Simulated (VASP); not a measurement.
ZrGe$_{2}$ (relaxed from the C49 structure, space group Cmcm): computed properties

The numbers are results of PBEsol GGA, VASP's PBE PAW potentials (set 64) (plane waves; VASP), not measurements.

```yaml
space_group: Cmcm (63)
cell: a = 3.789 Å, b = 14.913 Å, c = 3.767 Å, α = 90.00°, β = 90.00°, γ = 90.00°
volume_per_atom: 17.73 Å^3/atom
band gap (over mesh and band path): none (metal, semimetal or under 0.01 eV)
density: 7.38 g/cm³
```

```cif
data_Ge8Zr4
_chemical_formula_sum 'Ge8 Zr4'
_space_group_name_H-M_alt 'Cmcm'
_space_group_IT_number 63
_space_group_name_Hall '-C 2c 2'
_cell_length_a 3.78852
_cell_length_b 14.91265
_cell_length_c 3.76694
_cell_angle_alpha 90.000
_cell_angle_beta 90.000
_cell_angle_gamma 90.000
loop_
_atom_site_label
_atom_site_type_symbol
_atom_site_symmetry_multiplicity
_atom_site_Wyckoff_symbol
_atom_site_fract_x
_atom_site_fract_y
_atom_site_fract_z
_atom_site_occupancy
Ge1 Ge 4 c 0.00000 0.05947 0.75000 1
Ge2 Ge 4 c 0.00000 0.24989 0.25000 1
Zr1 Zr 4 c 0.00000 0.60467 0.25000 1
```
(The calculation used a cell of 6 atoms; values per cell refer to that cell.)

The structure was generated: ZrGe2 was put into the C49 type (Cmcm), which need not be its known phase. It was relaxed first. Symmetry was kept, so distortions that lower it aren't found.
